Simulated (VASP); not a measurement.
These are LDA (Ceperley-Alder, Perdew-Zunger), VASP's LDA PAW potentials (set 64) (plane waves; VASP) values and carry that method's errors.

A VASP calculation is set up with these files.

**INCAR**
```
ALGO  =  Normal
EDIFF  =  1E-6
ENCUT  =  300
ISIF  =  2
ISMEAR  =  -1
LASPH  =  .TRUE.
LCHARG  =  .FALSE.
LMAXMIX  =  4
LREAL  =  .FALSE.
LWAVE  =  .FALSE.
NELM  =  100
PREC  =  Accurate
SIGMA  =  0.136
SYSTEM  =  ZrIn
```

File POSCAR:
```
ZrIn
1.0
  3.1525840000   0.0000000000   0.0000000000
  0.0000000000   3.1525840000   0.0000000000
  0.0000000000   0.0000000000   4.4710260000
Zr In
1 1
direct
  0.0000000000   0.0000000000   0.0000000000
  0.5000000000   0.5000000000   0.5000000000
```

**KPOINTS**
```
Automatic
0
G
 14 14 10
0 0 0
```

POTCAR, in this order: Zr_sv In_d (LDA.64 set). Program: vasp_std.

At this cut-off the stress carries a Pulay error, which pulls relaxed volumes low. Unless said otherwise, spin-orbit coupling is left out, though it shifts the bands of the heavy elements here.

### Question
What does the run give for the energy per atom (σ→0), pressure, band gap (on the k-mesh)?

### Answer

The energy per atom (σ→0) is -641.3 kJ/mol-atom and the band gap (on the k-mesh) comes out as none (metal, semimetal or under 0.01 eV). The pressure comes out as -7.23 GPa.

File OSZICAR:
```
...
DAV:   5    -0.139401910096E+02   -0.49452E-02   -0.49433E-02  9568   0.143E+00    0.107E+01
DAV:   6    -0.134288980298E+02    0.51129E+00   -0.12251E+00  8640   0.907E+00    0.414E+00
DAV:   7    -0.133432729361E+02    0.85625E-01   -0.29063E-01 11304   0.538E+00    0.981E-01
DAV:   8    -0.133375299219E+02    0.57430E-02   -0.12401E-02  8432   0.842E-01    0.371E-01
DAV:   9    -0.133368147171E+02    0.71520E-03   -0.13802E-03 11104   0.438E-01    0.606E-02
DAV:  10    -0.133367983691E+02    0.16348E-04   -0.68621E-05  8528   0.673E-02    0.149E-02
DAV:  11    -0.133367974208E+02    0.94836E-06   -0.51958E-06  9168   0.298E-02
   1 F= -.13336797E+02 E0= -.13293372E+02  d E =-.868517E-01
```

The structure comes from a computed database's ZrIn entry (P4/mmm); how it stands against other phases isn't given here. The cell was not relaxed at this level. The run is one of a series of settings (GGA removed, POTCAR Zr_sv In_d (LDA.64 set) against the base run), some of them coarse on purpose. The electron count is odd and the run is not spin-polarised, which forces a metal.
